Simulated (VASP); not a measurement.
VASP input:

POSCAR:
```
SiC
1.0
  0.0000000000   2.1800000000   2.1800000000
  2.1800000000   0.0000000000   2.1800000000
  2.1800000000   2.1800000000   0.0000000000
Si C
1 1
direct
  0.0000000000   0.0000000000   0.0000000000
  0.2500000000   0.2500000000   0.2500000000
```

KPOINTS:
```
Automatic mesh
0
Gamma
9 9 9
0 0 0
```

**INCAR**
```
IBRION  =  2   # conjugate gradients
NSW  =  60
GGA  =  MK
ALGO  =  Normal   # blocked Davidson
ZAB_VDW  =  -1.8867
LASPH  =  .TRUE.
NELM  =  100   # most electronic steps
LREAL  =  .FALSE.   # projection in real space or not
LWAVE  =  .FALSE.
PREC  =  Accurate
ENCUT  =  520   # plane-wave cut-off (eV)
PARAM2  =  0.7114
EDIFFG  =  -0.01   # ionic stop
EDIFF  =  1E-6   # SCF stop (eV)
SIGMA  =  0.05   # width (eV)
ISMEAR  =  0
LUSE_VDW  =  .TRUE.
AGGAC  =  0.0
SYSTEM  =  SiC
PARAM1  =  0.1234568
ISIF  =  3
LCHARG  =  .FALSE.
```

POTCAR, in this order: Si C (PBE.64 set). Program: vasp_std.

Question: Write an equivalent input for Quantum ESPRESSO's pw.x.

Answer: One equivalent input (not run):
```
&CONTROL
  calculation = 'vc-relax'
  pseudo_dir = './pseudo'
  outdir = './out'
  tprnfor = .true.
  tstress = .true.
  nstep = 60
  forc_conv_thr = 0.00039
/
&SYSTEM
  ibrav = 0
  nat = 2
  ntyp = 2
  ecutwfc = 82
  occupations = 'smearing'
  smearing = 'gaussian'
  degauss = 0.003675
  input_dft = 'vdw-df2-b86r'
/
&ELECTRONS
  conv_thr = 7.3e-08
  electron_maxstep = 100
/
&IONS
/
&CELL
/
ATOMIC_SPECIES
  Si 28.085 Si.upf
  C 12.011 C.upf
CELL_PARAMETERS angstrom
     0.0000000    2.1800000    2.1800000
     2.1800000    0.0000000    2.1800000
     2.1800000    2.1800000    0.0000000
ATOMIC_POSITIONS crystal
  Si   0.0000000  0.0000000  0.0000000
  C    0.2500000  0.2500000  0.2500000
K_POINTS automatic
  9 9 9 0 0 0
```
Limits of the translation: the potentials are each code's own (VASP's PAW set, PseudoDojo norm-conserving files in pw.x), so ENCUT and ecutwfc are chosen apart and not converted; conv_thr bounds pw.x's estimated SCF error, while EDIFF bounds the energy change between steps; forc_conv_thr acts on force components and is met together with etot_conv_thr.

The compound is SiC in the zinc blende structure. This run relaxes it. Symmetry was kept, so distortions that lower it aren't found.
